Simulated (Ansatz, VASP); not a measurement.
# Al2Ge2F in VASP and in Ansatz

The input INCAR:

```
SYSTEM = Al2Ge2F
ALGO = Normal
EDIFF = 1E-7
ENCUT = 520
GGA = PE
ISIF = 2
ISMEAR = -1
LASPH = .TRUE.
LCHARG = .TRUE.
LELF = .TRUE.
LREAL = .FALSE.
LVHAR = .TRUE.
LWAVE = .FALSE.
NBANDS = 28
NELM = 100
PREC = Accurate
SIGMA = 0.1
```

The input KPOINTS:

```
k-points
0
G
  5 5 3
  0 0 0
```

POSCAR

```
Al2Ge2F
1.0
    1.9739780000      3.4190270000      0.0000000000
   -1.9739780000      3.4190270000      0.0000000000
    0.0000000000      0.0000000000      6.3182080000
Ge Al F
2 2 1
Direct
    0.3333000000      0.3334000000      0.2654500000
    0.6667000000      0.6666000000      0.7345500000
    0.3333000000      0.3334000000      0.6423000000
    0.6667000000      0.6666000000      0.3577000000
    0.0000000000      0.0000000000      0.0000000000
```

Input for Ansatz:

```yaml
crystal:
  lattice:
    - [1.973978, 3.419027, 0.0]
    - [-1.973978, 3.419027, 0.0]
    - [0.0, 0.0, 6.318208]
  atoms:
    - { symbol: Ge, position: [0.3333, 0.3334, 0.26545] }
    - { symbol: Ge, position: [0.6667, 0.6666, 0.73455] }
    - { symbol: Al, position: [0.3333, 0.3334, 0.6423] }
    - { symbol: Al, position: [0.6667, 0.6666, 0.3577] }
    - { symbol: F, position: [0.0, 0.0, 0.0] }
  symmetry: { tolerance: 0.0003 }
kpoints:
  mp_grid: { grid: [5, 5, 3], shift: [0, 0, 0] }
magnetization:
  spin_polarized: false
scf:
  occupations: { method: fermi_dirac }
hamiltonian:
  pseudopotentials: { kind: paw }
  xc: pbe
basis:
  ecutwfc: 420
output:
  forces: true
  stress: true
  eigenvalues: true
```

The cell was built by a generator and needn't be a form met in nature.

Alike in both runs: task single point; functional PBE; k mesh 5 × 5 × 3; no spin polarisation.

```csv
,VASP,Ansatz
version,VASP 6.6.1,Ansatz 0.2.0
potentials or method,"VASP PAW PBE potentials, release 64 (Ge_d, Al, F)",PAW plane waves
plane-wave cutoff (eV),520,420
occupations,"fermi-dirac, width 0.1 eV",fermi-dirac
valence electrons in the cell,41,41
```

|  | VASP | Ansatz | Ansatz less VASP |
| --- | --- | --- | --- |
| gap on the k mesh at the Fermi level (eV) | none | none | - |
| pressure (GPa) | 18.2 | 18.3 | +0.14 |
| largest component of the traceless stress (GPa) | 4.39 | 4.34 | -0.052 |
| rms of the force components (eV/Å) | 1.122 | 1.123 | +0.0011 |

Atom by atom the forces differ by 0.003 eV/Å (rms over components). A gap of «none» marks a metal or a gap that the smearing closes. Ansatz warned: «structure_snapped_to_symmetry».

Caveats: the k mesh is coarse (spacing up to 0.37 Å⁻¹), so the values aren't converged; so large a pressure means that the cell lies far from this level's equilibrium, or that cutoff or potentials fall short (VASP); an odd number of electrons without spin polarisation forces a metal; a magnetic or distorted state may lie lower.
